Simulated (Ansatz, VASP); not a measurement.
## Ta2N in two plane-wave programs

One calculation is typed for both programs; each brings its own data sets and cutoff. How far apart do they land?

Main program and level: Ansatz 0.2.0; plane waves, with VASP 6.6.1 beside it; single point at PBEsol.

## 1. The structure

The structure is trigonal, space group P-3m1 (No. 164). The conventional cell has a = 3.087 Å, b = 3.087 Å, c = 4.788 Å, α = 90.00°, β = 90.00°, γ = 120.00°. Nearest to Ta lie 3 N at 2.16 Å. Nearest to N lie 6 Ta at 2.16 Å. Farther neighbours and most contacts between anions are not listed.

Structure file:

```xyz
36
Lattice="-4.6307 2.6735 4.7879 4.6307 -2.6735 4.7879 4.6307 8.0206 -14.3638" Properties=species:S:1:pos:R:3 pbc="T T T"
Ta    0.0000    1.7824    1.2173
Ta    0.0000    1.7824    6.0053
Ta   -1.5436    4.4559    1.2173
Ta    3.0871    1.7824    1.2173
Ta    1.5436    4.4559   -3.5706
Ta    1.5436    4.4559    1.2173
Ta    0.0000    7.1294   -3.5706
Ta    4.6307    4.4559   -3.5706
Ta    3.0871    7.1294   -8.3586
Ta    3.0871    7.1294   -3.5706
Ta   -3.0871    1.7824    6.0053
Ta    1.5436   -0.8912    6.0053
Ta    1.5436    0.8912    3.5706
Ta    1.5436    0.8912   -1.2173
Ta    4.6307    0.8912   -1.2173
Ta    0.0000    3.5647   -1.2173
Ta    3.0871    3.5647   -1.2173
Ta    3.0871    3.5647   -6.0053
Ta    6.1743    3.5647   -6.0053
Ta    1.5436    6.2382   -6.0053
Ta    4.6307    6.2382   -6.0053
Ta    4.6307    6.2382  -10.7932
Ta    3.0871   -1.7824    3.5706
Ta   -1.5436    0.8912    3.5706
N     0.0000    0.0000    0.0000
N     0.0000    0.0000    4.7879
N    -1.5436    2.6735    0.0000
N     3.0871    0.0000    0.0000
N     1.5436    2.6735   -4.7879
N     1.5436    2.6735    0.0000
N     0.0000    5.3471   -4.7879
N     4.6307    2.6735   -4.7879
N     3.0871    5.3471   -9.5759
N     3.0871    5.3471   -4.7879
N     1.5436    8.0206   -9.5759
N     6.1743    5.3471   -9.5759
```

## 2. Ansatz: single point, PBEsol

Ansatz runs on its default PAW (the set named soft_2) files.

With cell and atoms fixed, the geometry can't cause a difference; cores, projectors, grids and the points listed under the comparison can.

File input.yaml:

```yaml
crystal:
  lattice:
    - [-4.6306974711, 2.6735344314, 4.7879493735]
    - [4.6306974711, -2.6735344314, 4.7879493735]
    - [4.6306974711, 8.0206032942, -14.3638481205]
  atoms:
    - { symbol: Ta, position: [0.4604578058, 0.2937911391, 0.1666666667] }
    - { symbol: Ta, position: [0.9604578058, 0.7937911391, 0.1666666667] }
    - { symbol: Ta, position: [0.9604578058, 0.2937911391, 0.3333333333] }
    - { symbol: Ta, position: [0.4604578058, 0.7937911391, 0.3333333333] }
    - { symbol: Ta, position: [0.4604578058, 0.2937911391, 0.5] }
    - { symbol: Ta, position: [0.9604578058, 0.7937911391, 0.5] }
    - { symbol: Ta, position: [0.9604578058, 0.2937911391, 0.6666666667] }
    - { symbol: Ta, position: [0.4604578058, 0.7937911391, 0.6666666667] }
    - { symbol: Ta, position: [0.4604578058, 0.2937911391, 0.8333333333] }
    - { symbol: Ta, position: [0.9604578058, 0.7937911391, 0.8333333333] }
    - { symbol: Ta, position: [0.9604578058, 0.2937911391, 0.0] }
    - { symbol: Ta, position: [0.4604578058, 0.7937911391, 0.0] }
    - { symbol: Ta, position: [0.5395421942, 0.7062088609, 0.1666666667] }
    - { symbol: Ta, position: [0.0395421942, 0.2062088609, 0.1666666667] }
    - { symbol: Ta, position: [0.0395421942, 0.7062088609, 0.3333333333] }
    - { symbol: Ta, position: [0.5395421942, 0.2062088609, 0.3333333333] }
    - { symbol: Ta, position: [0.5395421942, 0.7062088609, 0.5] }
    - { symbol: Ta, position: [0.0395421942, 0.2062088609, 0.5] }
    - { symbol: Ta, position: [0.0395421942, 0.7062088609, 0.6666666667] }
    - { symbol: Ta, position: [0.5395421942, 0.2062088609, 0.6666666667] }
    - { symbol: Ta, position: [0.5395421942, 0.7062088609, 0.8333333333] }
    - { symbol: Ta, position: [0.0395421942, 0.2062088609, 0.8333333333] }
    - { symbol: Ta, position: [0.0395421942, 0.7062088609, 0.0] }
    - { symbol: Ta, position: [0.5395421942, 0.2062088609, 0.0] }
    - { symbol: "N", position: [0.0, 0.0, 0.0] }
    - { symbol: "N", position: [0.5, 0.5, 0.0] }
    - { symbol: "N", position: [0.5, 0.0, 0.1666666667] }
    - { symbol: "N", position: [0.0, 0.5, 0.1666666667] }
    - { symbol: "N", position: [0.0, 0.0, 0.3333333333] }
    - { symbol: "N", position: [0.5, 0.5, 0.3333333333] }
    - { symbol: "N", position: [0.5, 0.0, 0.5] }
    - { symbol: "N", position: [0.0, 0.5, 0.5] }
    - { symbol: "N", position: [0.0, 0.0, 0.6666666667] }
    - { symbol: "N", position: [0.5, 0.5, 0.6666666667] }
    - { symbol: "N", position: [0.5, 0.0, 0.8333333333] }
    - { symbol: "N", position: [0.0, 0.5, 0.8333333333] }
hamiltonian:
  xc: pbesol
  pseudopotentials: { kind: paw }
kpoints:
  mp_grid: { grid: [5, 5, 5] }
scf:
  occupations: { method: methfessel_paxton, width: 0.2 }
  n_extra_bands: 13
output:
  forces: true
  stress: true
  eigenvalues: true
  write_density: true
  write_potential: true
  elf: true
  volumetric_format: npy
```

Run with:

```console
$ ansatz run input.yaml --threads 8 --pin off --max-ram 18432MiB --backend cpu --events-out ev --progress --plain --runs-dir out
```

Numbers of over 12 decimals in the logs are rounded to 6 here.

What it wrote:

```text
scf.n_extra_bands = 13 over 186 filled bands (N_el = 372.0): the run solves 199 bands
Engine: ansatz 0.2.0, aarch64-unknown-linux-gnu
Pseudopotentials: kind: paw
Pseudopotential: Ta, paw, valence charge 13, recommended cutoff 420 eV (normal), Ta.paw.azcp
Pseudopotential: N, paw, valence charge 5, recommended cutoff 420 eV (normal), N.paw.azcp
Functional definition: PBEsol
  exchange = pbesol_x
  correlation = pbesol_c
Crystal: 36 atoms, lattice volume = 474.211 Å³
Basis set: ecut = 420 eV, 9199 PW (Γ), exchange–correlation on 96×96×240 points (8 copies of the dense FFT grid, shifted against one another)
Bands: 199, of which v1, the nominal top of the filled ones, is band 186 counted from 1 (185 counted from 0)
Symmetry: 48 space group operations
Space group: P-3m1 (ITA 164), of the structure as read, at distance tolerance 7.8e-5 Å
k-points: 39 of 125
Non-local potential: Ta, projectors of the file, l = 0: 3, l = 1: 2, l = 2: 2, l = 3: 1
Non-local potential: N, projectors of the file, l = 0: 2, l = 1: 2, l = 2: 1
PAW form: soft (Blöchl's): semilocal exchange-correlation on the pseudo side does not see the compensation charge
PAW frozen core: Ta, regenerated for the run's functional, and the local potential with it (the file was generated under x = pbe(κ = 0.804, μ = 0.219515), c = pbe(β = 0.066725))
PAW frozen core: N, regenerated for the run's functional, and the local potential with it (the file was generated under x = pbe(κ = 0.804, μ = 0.219515), c = pbe(β = 0.066725))
PAW one-centre angular grid: Ta, 590 points (default); XC on 64 Gauss nodes
PAW one-centre angular grid: N, 110 points (default); XC on 64 Gauss nodes
Initial density: superposition of atomic densities (neutral atoms: chi_scale 0, normalization atom), corrected by the library's trained network
Initial wavefunctions: pseudopotential atomic-orbital guess
Functional: x = pbesol(κ = 0.804, μ = 0.123457), c = pbesol(β = 0.046)
SCF iter   1: F=—  HF=-239931.546886 eV  |F-HF|=—  |Δ(HF+E_count)|=         —  Δρ=1.03e-2  dr2=4.19e-1  ethr=1.77e-3  ⟨swp⟩=4.4  Hψ=30501  notcnv=0
preconditioner: auto → Kerker (q_TF=auto, 2.620 Å⁻¹)  [metal: Δε(μ)=0.019 eV  Ē_g=6.944 eV  σ=0.200 eV  W_gap=0.08  n_scr=132 (ndim 8)  ℏωp=22.9 eV  f_vac=0.000  D(μ)=15.36/eV (n_scr^D=108)]
SCF iter   2: F=—  HF=-239931.452916 eV  |F-HF|=—  |Δ(HF+E_count)|=   9.40e-2  S|Δr|=    0.00e0  Δρ=3.71e-3  dr2=8.15e-2  ethr=1.13e-4  ⟨swp⟩=2.0  Hψ=12897  notcnv=0
SCF iter   3: F=—  HF=-239931.442282 eV  |F-HF|=—  |Δ(HF+E_count)|=   1.06e-2  S|Δr|=    0.00e0  Δρ=2.10e-3  dr2=3.08e-2  ethr=2.19e-5  ⟨swp⟩=1.0  Hψ=7759  notcnv=0
SCF iter   4: F=—  HF=-239931.434488 eV  |F-HF|=—  |Δ(HF+E_count)|=   7.79e-3  S|Δr|=    0.00e0  Δρ=2.34e-4  dr2=3.60e-4  ethr=8.27e-6  ⟨swp⟩=2.0  Hψ=10765  notcnv=0
SCF iter   5: F=—  HF=-239931.434432 eV  |F-HF|=—  |Δ(HF+E_count)|=   5.69e-5  S|Δr|=    0.00e0  Δρ=4.73e-5  dr2=7.68e-6  ethr=9.69e-8  ⟨swp⟩=2.8  Hψ=15387  notcnv=0
SCF iter   6: F=—  HF=-239931.434290 eV  |F-HF|=—  |Δ(HF+E_count)|=   1.41e-4  S|Δr|=    0.00e0  Δρ=8.74e-6  dr2=5.11e-7  ethr=2.06e-9  ⟨swp⟩=2.7  Hψ=14748  notcnv=0
SCF iter   7: F=-239931.434290 eV  HF=-239931.434290 eV  |F-HF|=6.46e-9  |Δ(HF+E_count)|=   1.24e-7  S|Δr|=    0.00e0  Δρ=1.54e-6  dr2=1.32e-8  ethr=2.69e-11  ⟨swp⟩=11.8  Hψ=54604  notcnv=0
SCF 1 converged in 7 iterations: F = -239931.434290 eV  dr2 = 1.32e-8
  greatest PAW one-centre occupation: 1.000 electrons in one spin orbital (limit 2), on the Ta atom at site 11 (counted from 0), in its partial waves of l = 0
SCF converged after 7 iterations
Stability not checked: this state was not tested for a lower state beside it, because cold or Methfessel-Paxton smearing, or corrected tetrahedra, fill the levels in a way that the test cannot read (fill_not_monotonic; see scf.lower_state_search)
Free energy (F): -239931.434290 eV
Harris-Foulkes:  -239931.434290 eV  (|F-HF|=6.46e-9)
Internal energy: -239931.412372 eV  (E = F + TS)
E sigma→0 (E₀):  -239931.428811 eV
Entropy (-TS):   -0.021918 eV (-0.609 meV/atom)
Fermi energy:    20.103691 eV
--- Per-component energies (eV) ---
  E_band       = -1955.685090
  E_kinetic    = 10401.742556
  E_local      = -14568.640029  (includes V_loc(G=0)·N_el)
  E_nonlocal   = 956.054758
  E_hartree    = 5046.790202
  E_xc         = -5945.142701
  E_vxc        = -5833.930532  (∫ρ·V_xc dr)
  E_paw        = -200016.797733  (= ΣΔE_a)
  E_vpaw       = -3004.498167  (= ΣTr[D̂ρ^β])
  E_aug_tail   = 0.005277  (compensation charges beyond the density's cutoff)
  E_ewald      = -35810.889404
  E_core_change = 5.464701  (= ΣΔE_core)
  E_smearing   = -0.021918  (= −TS)
  E_closure    = 0.000000  (closes the sum)
  Σ components = -239931.434290   (vs F -239931.434290, Δ=0.00e0)
--- Forces (eV/Å), atoms counted from 1 ---
  atom   1  Ta    -0.00489242     0.00282464    -0.13120832
  atom   2  Ta    -0.00489242     0.00282464    -0.13120832
  atom   3  Ta    -0.00489242     0.00282464    -0.13120832
  atom   4  Ta    -0.00489242     0.00282464    -0.13120832
  atom   5  Ta    -0.00489242     0.00282464    -0.13120832
  atom   6  Ta    -0.00489242     0.00282464    -0.13120832
  atom   7  Ta    -0.00489242     0.00282464    -0.13120832
  atom   8  Ta    -0.00489242     0.00282464    -0.13120832
  atom   9  Ta    -0.00489242     0.00282464    -0.13120832
  atom  10  Ta    -0.00489242     0.00282464    -0.13120832
  atom  11  Ta    -0.00489242     0.00282464    -0.13120832
  atom  12  Ta    -0.00489242     0.00282464    -0.13120832
  atom  13  Ta     0.00489242    -0.00282464     0.13120832
  atom  14  Ta     0.00489242    -0.00282464     0.13120832
  atom  15  Ta     0.00489242    -0.00282464     0.13120832
  atom  16  Ta     0.00489242    -0.00282464     0.13120832
  atom  17  Ta     0.00489242    -0.00282464     0.13120832
  atom  18  Ta     0.00489242    -0.00282464     0.13120832
  atom  19  Ta     0.00489242    -0.00282464     0.13120832
  atom  20  Ta     0.00489242    -0.00282464     0.13120832
  atom  21  Ta     0.00489242    -0.00282464     0.13120832
  atom  22  Ta     0.00489242    -0.00282464     0.13120832
  atom  23  Ta     0.00489242    -0.00282464     0.13120832
  atom  24  Ta     0.00489242    -0.00282464     0.13120832
[...]
atom  29  N     -0.00000000     0.00000000    -0.00000000
  atom  30  N     -0.00000000    -0.00000000    -0.00000000
  atom  31  N      0.00000000    -0.00000000    -0.00000000
  atom  32  N     -0.00000000     0.00000000    -0.00000000
  atom  33  N      0.00000000    -0.00000000     0.00000000
  atom  34  N      0.00000000     0.00000000     0.00000000
  atom  35  N     -0.00000000    -0.00000000    -0.00000000
  atom  36  N      0.00000000    -0.00000000    -0.00000000
  max |Σ_I F_I| component: 1.19e-15 eV/Å
--- Stress (GPa, compression-positive) ---
       -0.441084      -0.016631       0.228299
       -0.016631      -0.460287      -0.131808
        0.228299      -0.131808       2.243520
  P = ⅓ Tr σ = 0.4474 GPa (4.474 kbar)
--- Band table (eV; the first three rows and the last of 39) ---
  k-point 0: bands = [... 182 lower, 19.8253, 19.8838, 19.8841, 19.9444, 19.9444, 20.3404, 20.3404, 20.3531, ... 9 higher]
  k-point 1: bands = [... 182 lower, 19.8038, 19.8038, 19.9503, 19.9503, 19.9719, 19.9824, 20.1396, 20.2084, ... 9 higher]
  k-point 2: bands = [... 182 lower, 19.6601, 19.6601, 19.8108, 19.8922, 20.1696, 20.1730, 20.1730, 20.3233, ... 9 higher]
  k-point 38: bands = [... 182 lower, 19.1429, 19.2785, 19.3978, 19.6551, 19.9657, 20.2429, 20.3459, 20.6291, ... 9 higher]
```

The job ended after 83 s (8 threads of Arm Neoverse N1, shared host; peak memory 5.4 GiB; 11 min of CPU time).

In the SCF lines HF is the Harris–Foulkes energy and dr2 the Hartree energy of the density residual, in eV; the loop may stop once dr2 is under the threshold and the program's other checks hold. Hψ counts applications of the Hamiltonian.

The run ends at a pressure of 0.45 GPa, with forces up to 0.13 eV/Å.

## 3. VASP: single point, PBEsol

The same cell, functional, mesh and smearing now go to VASP, with its own data sets and cutoff.

Lines of VASP's logs that name or quote its potential files are left out, and so is its time.

File INCAR:

```
SYSTEM = Ta2N
PREC = Normal
ENCUT = 400
EDIFF = 1E-05
NELM = 120
ISMEAR = 1
SIGMA = 0.2
LREAL = Auto
ALGO = Fast
GGA = PS
NBANDS = 116
LASPH = .TRUE.
LORBIT = 11
LWAVE = .FALSE.
LCHARG = .FALSE.
KPAR = 4
```

File POSCAR:

```
Ta2N
1.0
   -4.6306974711      2.6735344314      4.7879493735
    4.6306974711     -2.6735344314      4.7879493735
    4.6306974711      8.0206032942    -14.3638481205
Ta N
24 12
Direct
    0.4604578058      0.2937911391      0.1666666667
    0.9604578058      0.7937911391      0.1666666667
    0.9604578058      0.2937911391      0.3333333333
    0.4604578058      0.7937911391      0.3333333333
    0.4604578058      0.2937911391      0.5000000000
    0.9604578058      0.7937911391      0.5000000000
    0.9604578058      0.2937911391      0.6666666667
    0.4604578058      0.7937911391      0.6666666667
    0.4604578058      0.2937911391      0.8333333333
    0.9604578058      0.7937911391      0.8333333333
    0.9604578058      0.2937911391      0.0000000000
    0.4604578058      0.7937911391      0.0000000000
    0.5395421942      0.7062088609      0.1666666667
    0.0395421942      0.2062088609      0.1666666667
    0.0395421942      0.7062088609      0.3333333333
    0.5395421942      0.2062088609      0.3333333333
    0.5395421942      0.7062088609      0.5000000000
    0.0395421942      0.2062088609      0.5000000000
    0.0395421942      0.7062088609      0.6666666667
    0.5395421942      0.2062088609      0.6666666667
    0.5395421942      0.7062088609      0.8333333333
    0.0395421942      0.2062088609      0.8333333333
    0.0395421942      0.7062088609      0.0000000000
    0.5395421942      0.2062088609      0.0000000000
    0.0000000000      0.0000000000      0.0000000000
    0.5000000000      0.5000000000      0.0000000000
    0.5000000000      0.0000000000      0.1666666667
    0.0000000000      0.5000000000      0.1666666667
    0.0000000000      0.0000000000      0.3333333333
    0.5000000000      0.5000000000      0.3333333333
    0.5000000000      0.0000000000      0.5000000000
    0.0000000000      0.5000000000      0.5000000000
    0.0000000000      0.0000000000      0.6666666667
    0.5000000000      0.5000000000      0.6666666667
    0.5000000000      0.0000000000      0.8333333333
    0.0000000000      0.5000000000      0.8333333333
```

File KPOINTS:

```
Automatic mesh
0
Gamma
5 5 5
0 0 0
```

The projector-augmented-wave data sets are Ta and N (PBE family, release 64).

Run with:

```console
$ mpirun -np 4 vasp_std
```

What it wrote:

```text
[banner, memory and clock lines left out]
running    4 mpi-ranks, on    1 nodes
[...]
|                                                                             |
|               ----> ADVICE to this user running VASP <----                  |
|                                                                             |
|     You enforced a specific xc type in the INCAR file but a different       |
|     [... a line on the potential file left out ...]
|     I HOPE YOU KNOW WHAT YOU ARE DOING!                                     |
|                                                                             |

 LDA part: xc-table for (Slater+PW92), standard interpolation
 POSCAR, INCAR and KPOINTS ok, starting setup
[...]
entering main loop
       N       E                     dE             d eps       ncg     rms          rms(c)
DAV:   1     0.536903967321E+03    0.53690E+03   -0.70190E+04  9048   0.113E+03
DAV:   2    -0.394721670564E+03   -0.93163E+03   -0.89993E+03 11672   0.240E+02
DAV:   3    -0.474233443815E+03   -0.79512E+02   -0.77210E+02 11936   0.670E+01
DAV:   4    -0.476905466351E+03   -0.26720E+01   -0.26117E+01 12008   0.118E+01
[...]
RMM:  13    -0.439565844461E+03    0.23011E-05   -0.16415E-03 11280   0.815E-02    0.213E-02
RMM:  14    -0.439565915277E+03   -0.70817E-04   -0.69101E-04 12602   0.396E-02    0.184E-02
RMM:  15    -0.439565922586E+03   -0.73082E-05   -0.87316E-05  9594   0.159E-02
   1 F= -.43956592E+03 E0= -.43955888E+03  d E =-.211133E-01
```

From OUTCAR (step 3):

```text
  Total       -7.0599257     -7.0883425     -0.8369471     -0.0246097     -0.3986930      0.6905566
  in kB      -23.8527790    -23.9487884     -2.8277229     -0.0831466     -1.3470305      2.3331258
  external PRESSURE =     -16.8764301 kB  Pullay stress =       0.0000000 kB

 POSITION                                       TOTAL-FORCE (eV/Angst)
 -----------------------------------------------------------------------------------
      0.00000      1.78236      1.21733        -0.005416      0.003127      0.001981
      0.00000      1.78236      6.00528        -0.005416      0.003127      0.001981
     -1.54357      4.45589      1.21733        -0.005416      0.003127      0.001981
      3.08713      1.78236      1.21733        -0.005416      0.003127      0.001981
      1.54357      4.45589     -3.57062        -0.005416      0.003127      0.001981
      1.54357      4.45589      1.21733        -0.005416      0.003127      0.001981
      0.00000      7.12943     -3.57062        -0.005416      0.003127      0.001981
      4.63070      4.45589     -3.57062        -0.005416      0.003127      0.001981
      3.08713      7.12943     -8.35857        -0.005416      0.003127      0.001981
      3.08713      7.12943     -3.57062        -0.005416      0.003127      0.001981
     -3.08713      1.78236      6.00528        -0.005416      0.003127      0.001981
      1.54357     -0.89118      6.00528        -0.005416      0.003127      0.001981
      1.54357      0.89118      3.57062         0.005416     -0.003127     -0.001981
      1.54357      0.89118     -1.21733         0.005416     -0.003127     -0.001981
[...]
-----------------------------------------------------------------------------------
    total drift:                                0.000000      0.000000     -0.000000

  FREE ENERGIE OF THE ION-ELECTRON SYSTEM (eV)
  ---------------------------------------------------
  free  energy   TOTEN  =      -439.5659225856 eV

  energy  without entropy=     -439.5448093335  energy(sigma->0) =     -439.55888483

[... 2 further parts left out ...]
[key lines of the parts left out:]
E-fermi :   7.8361
```

The PAW data sets were made with PBE, which is usual practice but a small mismatch for other functionals. The data set Ta keeps the semicore shell frozen, which is cheaper and a little less accurate.

## 4. Comparison

Known differences besides the potentials themselves: the data sets hold 372 valence electrons in Ansatz (default PAW (the set named soft_2) files) and 180 in VASP; the cutoff is 420 eV in Ansatz and 400 eV in VASP (PREC = Normal, projectors in real space); Ansatz makes its cores anew for this functional, VASP keeps those of its PBE data sets. Total energies have different zeros and are not compared.

The two programs side by side:

| quantity | Ansatz | VASP | difference |
| --- | --- | --- | --- |
| pressure (GPa) | 0.45 | -1.69 | +2.14 |
| pressure without Ansatz's Pulay correction (GPa) | 0.15 | -1.69 | +1.84 |

At this near-relaxed geometry the largest component of a force difference is 133 meV/Å. Ansatz's pressure holds a Pulay correction of 0.30 GPa; VASP's holds none.

## 5. Other set-ups

Further runs change the set-up of one program: Ansatz's method, potentials or start, or VASP's data sets, cutoff or form of LDA. The table gives Ansatz less VASP for each quantity, since a change that brings one quantity closer may part another.

| run | r.m.s. force difference (meV/Å) | pressure (GPa) | pressure without Ansatz's Pulay correction (GPa) |
| --- | --- | --- | --- |
| as above | 63 | 2.1 | 1.8 |
| cores kept as stored | 64 | 2.1 | 1.8 |
| norm-conserving potentials (cutoff 1143 eV) | 63 | 2.0 |  |

## 6. Summary of results

```
r.m.s. force difference (single point, PBEsol) : 63 meV/Å
difference in pressure (single point, PBEsol)  : 2.1 GPa
```

In words: The r.m.s. force difference is 63 meV/Å (single point, PBEsol), beyond the 12 meV/Å picked in this series as the mark of a large difference. By the marks of this series, far apart in the single point, PBEsol pair: the r.m.s. force difference, 63 meV/Å and the difference in pressure, 2.1 GPa. For single point, PBEsol, no further run moves any of the tabulated differences by more than a quarter of its size. 1 further run of this series is not shown here. Such differences can come from data sets, numerical settings and the points named under the comparisons, not from the functional's error against experiment.

[Lines on the potential files, build, host, timing and source positions are cut from VASP's logs without a mark.]

[Logs are printed without paths, hosts, clocks, repeated set-up lines and the standing remarks that a program may print on its own settings, such as how far it seeks lower states.]

[Hosts, paths, dates, database ids (printed as entryN), source tags and the programs' standing remarks are cut or masked in the printed files.]
